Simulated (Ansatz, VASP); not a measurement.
# Ta2NF2 in two plane-wave programs, part 2 of 2

Aim: how closely do two programs agree when they are given the same cell, functional and k mesh? Of the first pair: The structure shown is the start of the Ansatz relaxation below; VASP solves that cell, so the two are compared at the walk's first step.

VASP 6.6.1 and Ansatz 0.2.0.

So far. Step 3 (VASP: single point, PBEsol, start cell, pair 1): The run ends at a pressure of -0.11 GPa, with forces up to 1.3 eV/Å.

### 4. Side by side

Known differences besides the potentials themselves: Ansatz cuts the interaction across the vacuum, VASP repeats the sheet with a dipole correction; the data sets hold 135 valence electrons in Ansatz (on its default PAW (the set named soft_2) files) and 123 in VASP; the cutoff is 420 eV in Ansatz and 520 eV in VASP; Ansatz makes its cores anew for this functional, VASP keeps those of its PBE data sets. Total energies have different zeros and are not compared.

Forces on 7 of the 15 atoms, those with the largest forces and the largest differences (eV/Å; atoms numbered as in POSCAR):

```tsv
atom	Ansatz x, y, z	VASP x, y, z
N3	0.000, 0.000, -0.574	0.000, 0.000, -0.582
Ta4	-0.188, -0.831, 0.877	-0.179, -0.848, 0.928
Ta5	-0.626, 0.578, 0.877	-0.645, 0.579, 0.928
Ta6	0.814, 0.253, 0.877	0.824, 0.269, 0.928
Ta7	0.626, -0.578, -0.877	0.645, -0.579, -0.928
Ta8	0.188, 0.831, -0.877	0.179, 0.848, -0.928
Ta9	-0.814, -0.253, -0.877	-0.824, -0.269, -0.928
```

The forces differ by 21 meV/Å r.m.s., which is 4.4 % of the r.m.s. force of 0.487 eV/Å (both taken over all components). With vacuum in the cell, a pressure given here is an average over mostly empty space and none of the material.

### 5. Other set-ups

Further runs change the set-up of one program: Ansatz's method, potentials or start, or VASP's data sets, cutoff or form of LDA. The table gives that difference for each run.

```tsv
run	r.m.s. force difference (meV/Å)
as above	21
VASP with the data sets N, Ta_sv_GW and F	11
```

### 6. Ansatz: relaxation, PBEsol

This run makes the geometry at which the two programs are then compared.

The structure compared here is the end of the Ansatz relaxation.

Contents of input.yaml:

```yaml
crystal:
  lattice:
    - [4.882511132, 2.8189191165, 0.0]
    - [0.0, 5.6378382328, 0.0]
    - [0.0, 0.0, 33.2]
  atoms:
    - { symbol: "N", position: [5.302e-07, -5.302e-07, 0.2915664166] }
    - { symbol: "N", position: [0.3333333333, 0.3333333333, 0.3012046678] }
    - { symbol: "N", position: [0.6666661364, 0.6666671969, 0.3108433735] }
    - { symbol: Ta, position: [1.0084209179, 0.3164900076, 0.3310790138] }
    - { symbol: Ta, position: [0.3164900076, 0.6750881039, 0.3310790071] }
    - { symbol: Ta, position: [0.67508938, 1.0084212775, 0.3310790105] }
    - { symbol: Ta, position: [0.3501766591, 0.9915790821, 0.2713306314] }
    - { symbol: Ta, position: [0.6582452294, 0.3501766591, 0.2713306248] }
    - { symbol: Ta, position: [0.9915787225, 0.6582439533, 0.2713306281] }
    - { symbol: F, position: [0.3534765716, 0.9899284787, 0.3707334297] }
    - { symbol: F, position: [0.6565945242, 0.3534765717, 0.3707337102] }
    - { symbol: F, position: [0.9899296348, 0.6565945843, 0.3707335699] }
    - { symbol: F, position: [1.0100715213, 0.313190095, 0.2316759284] }
    - { symbol: F, position: [0.313190095, 0.6767388091, 0.2316762089] }
    - { symbol: F, position: [0.676738749, 1.0100703652, 0.2316760686] }
  periodic: [true, true, false]
kpoints:
  mp_grid: { grid: [9, 9, 1] }
hamiltonian:
  xc: pbesol
scf:
  occupations: { method: methfessel_paxton, width: 0.15 }
output:
  forces: true
  stress: true
  eigenvalues: true
  write_density: true
  write_potential: true
  elf: true
  volumetric_format: npy
relax:
  adjacent_minimum: "off"
  f_tol: 0.002
  max_steps: 120
  cell: { stress_2d_tol: 0.005 }
```

Launch:

```sh
$ ansatz run input.yaml --threads 8 --pin off --max-ram 14336MiB --backend cpu --events-out ev --progress --plain --runs-dir out
```

Numbers of over 12 decimals in the logs are rounded to 6 here.

The log of the run:

```text
[...]
Crystal: 15 atoms, lattice volume = 913.890 Å³
Basis set: ecut = 420 eV, 17871 PW (Γ), exchange–correlation on 80×80×450 points (8 copies of the dense FFT grid, shifted against one another)
Bands: 83, of which v1, the nominal top of the filled ones, is band 68 counted from 1 (67 counted from 0)
Symmetry: 6 space group operations
[...]
- { symbol: Ta, position: [0.649835, 0.370195, 0.269109] }
    - { symbol: Ta, position: [0.979971, 0.649835, 0.269109] }
    - { symbol: F, position: [0.366170, 1.021423, 0.373352] }
    - { symbol: F, position: [0.612407, 0.366170, 0.373352] }
    - { symbol: F, position: [1.021423, 0.612407, 0.373352] }
    - { symbol: F, position: [1.054260, 0.300497, 0.229057] }
    - { symbol: F, position: [0.300497, 0.645244, 0.229057] }
    - { symbol: F, position: [0.645244, 1.054260, 0.229057] }
[key lines of the parts left out:]
SCF converged after 7 iterations
Free energy (F): -64785.054763 eV
Fermi energy:    -3.766343 eV
P = ½ c Tr σ = -0.0048 N/m
```

### 7. VASP: single point, PBEsol, relaxed cell, pair 2

The same cell, functional, mesh and smearing now go to VASP, with its own data sets.

Contents of INCAR:

```
SYSTEM = Ta2NF2
PREC = Accurate
ENCUT = 520
EDIFF = 1E-06
NELM = 120
ISMEAR = 1
SIGMA = 0.15
LREAL = .FALSE.
ALGO = Normal
GGA = PS
NBANDS = 76
LASPH = .TRUE.
LORBIT = 11
LWAVE = .FALSE.
LCHARG = .FALSE.
ISIF = 2
LDIPOL = .TRUE.
IDIPOL = 3
DIPOL = 0.5 0.5 0.301
LVHAR = .TRUE.
GGA_COMPAT = .FALSE.
NELMDL = -8
KPAR = 4
```

Contents of POSCAR:

```
Ta2NF2
1.0
    4.7635030436      2.7502097646      0.0000000000
   -0.0000000001      5.5004195290      0.0000000000
    0.0000000000      0.0000000000     33.2000000000
N Ta F
3 6 6
Direct
    0.0000000001      1.0000000000      0.2874048504
    0.3333333334      0.3333333333      0.3012048193
    0.6666666667      0.6666666666      0.3150047882
    0.0168318809      0.2964719855      0.3333007427
    0.2964719857      0.6866961335      0.3333007427
    0.6866961336      0.0168318808      0.3333007427
    0.3701946812      0.9799705330      0.2691088959
    0.6498347859      0.3701946810      0.2691088959
    0.9799705332      0.6498347858      0.2691088959
    0.3661699450      0.0214228993      0.3733523159
    0.6124071559      0.3661699448      0.3733523159
    0.0214228994      0.6124071557      0.3733523159
    0.0542595110      0.3004967217      0.2290573227
    0.3004967219      0.6452437673      0.2290573227
    0.6452437674      0.0542595108      0.2290573227
```

Contents of KPOINTS:

```
Automatic mesh
0
Gamma
9 9 1
0 0 0
```

PAW data sets: N, Ta_pv and F (PBE family, release 64).

Launch:

```sh
$ mpirun -np 4 vasp_std
```

The log of the run:

```text
[banner, memory and clock lines left out]
running    4 mpi-ranks, on    1 nodes
[...]
[... a notice as in an earlier step ...]

 LDA part: xc-table for (Slater+PW92), standard interpolation
 POSCAR, INCAR and KPOINTS ok, starting setup
[...]
entering main loop
       N       E                     dE             d eps       ncg     rms          rms(c)
DAV:   1     0.119991409982E+04    0.11999E+04   -0.60887E+04  2848   0.130E+03
DAV:   2    -0.407623387894E+01   -0.12040E+04   -0.11787E+04  3120   0.337E+02
DAV:   3    -0.147213281462E+03   -0.14314E+03   -0.14168E+03  2688   0.117E+02
DAV:   4    -0.151882799595E+03   -0.46695E+01   -0.46109E+01  2784   0.226E+01
[...]
DAV:  26    -0.137488513679E+03   -0.31587E-05   -0.10205E-07  1864   0.785E-04    0.131E-04
DAV:  27    -0.137488516075E+03   -0.23959E-05   -0.10516E-07  1824   0.537E-04    0.143E-04
DAV:  28    -0.137488516503E+03   -0.42770E-06   -0.10189E-08  1672   0.352E-04
   1 F= -.13748852E+03 E0= -.13748615E+03  d E =-.709147E-02
```

From OUTCAR (step 7):

```text
  Total        0.6845834      0.6845834      0.3250076     -0.0000005     -0.0000000      0.0000000
  in kB        1.2608883      1.2608883      0.5986097     -0.0000009     -0.0000000      0.0000000
  external PRESSURE =       1.0401288 kB  Pullay stress =       0.0000000 kB

 POSITION                                       TOTAL-FORCE (eV/Angst)
 -----------------------------------------------------------------------------------
      0.00000      0.00000      9.54184         0.000000      0.000000     -0.001407
      1.58783      2.75021     10.00000         0.000000      0.000000      0.000000
      3.17567      5.50042     10.45816         0.000000      0.000000      0.001407
      0.08018      1.67701     11.06558        -0.015567     -0.030250      0.031217
      1.41225      4.59248     11.06558        -0.018414      0.028606      0.031217
      3.27108      1.98114     11.06558         0.033981      0.001644      0.031217
      1.76342      6.40836      8.93442         0.018414     -0.028606     -0.031217
      3.09549      3.82341      8.93442         0.015567      0.030250     -0.031217
      4.66809      6.26949      8.93442        -0.033981     -0.001644     -0.031217
      1.74425      1.12488     12.39530         0.000167     -0.020381      0.033308
      2.91720      3.69834     12.39530         0.017567      0.010335      0.033308
      0.10205      3.42741     12.39530        -0.017734      0.010045      0.033308
      0.25847      1.80208      7.60470        -0.017567     -0.010335     -0.033308
      1.43142      4.37554      7.60470        -0.000167      0.020381     -0.033308
      3.07362      2.07301      7.60470         0.017734     -0.010045     -0.033308
 -----------------------------------------------------------------------------------
    total drift:                               -0.000006      0.000001     -0.000359

  FREE ENERGIE OF THE ION-ELECTRON SYSTEM (eV)
  ---------------------------------------------------
  free  energy   TOTEN  =      -137.4885165029 eV

  energy  without entropy=     -137.4814250310  energy(sigma->0) =     -137.48615268

[... 1 part as in an earlier step ...]

[... 2 further parts left out ...]
[key lines of the parts left out:]
E-fermi :  -1.6805
```

The run ends at a pressure of 0.10 GPa, with forces up to 0.046 eV/Å.

### 8. Differences

What differs besides the data sets and the points named for the pairs above, as far as they apply: the data sets hold 135 valence electrons in Ansatz (on its default PAW (the set named soft_2) files) and 123 in VASP. Total energies have different zeros and are not compared.

Forces on 7 of the 15 atoms, those with the largest forces and the largest differences (eV/Å; atoms numbered as in POSCAR):

```tsv
atom	Ansatz x, y, z	VASP x, y, z
Ta4	0.000, 0.001, 0.000	-0.016, -0.030, 0.031
Ta5	0.001, -0.001, 0.000	-0.018, 0.029, 0.031
Ta6	-0.001, -0.001, 0.000	0.034, 0.002, 0.031
Ta7	-0.001, 0.001, 0.000	0.018, -0.029, -0.031
Ta8	0.000, -0.001, 0.000	0.016, 0.030, -0.031
Ta9	0.001, 0.001, 0.000	-0.034, -0.002, -0.031
F10	0.000, 0.000, 0.000	0.000, -0.020, 0.033
```

The forces differ by 22 meV/Å r.m.s., where the r.m.s. force is 0.001 eV/Å in Ansatz and 0.022 eV/Å in VASP: the atoms lie near their places of rest in Ansatz, so a percentage would say little (all taken over all components). With vacuum in the cell, a pressure given here is an average over mostly empty space and none of the material.

### 9. What came out

| Quantity | Value |
| --- | --- |
| r.m.s. force difference (single point, PBEsol, start cell, pair 1) | 4.4 % of the r.m.s. force |
| r.m.s. force difference (single point, PBEsol, relaxed cell, pair 2) | 22 meV/Å |

What this shows: The r.m.s. force difference is 22 meV/Å (single point, PBEsol, relaxed cell, pair 2), beyond the 12 meV/Å picked in this series as the mark of a large difference. The data sets hold unlike numbers of valence electrons (135 in Ansatz and 123 in VASP), so part of the differences comes from the potentials. Single point, PBEsol, start cell, pair 1, VASP with the data sets N, Ta_sv_GW and F: r.m.s. force difference goes from 21 to 11 meV/Å. What causes the difference of the single point, PBEsol, relaxed cell, pair 2 pair stays open here. How closely two codes agree says nothing of how well the functional describes the real material.

[Lines on the potential files, build, host, timing and source positions are cut from VASP's logs without a mark.]

[Logs are printed without paths, hosts, clocks, repeated set-up lines and the standing remarks that a program may print on its own settings, such as how far it seeks lower states.]

[Hosts, paths, dates, database ids (printed as entryN), source tags and the programs' standing remarks are cut or masked in the printed files.]
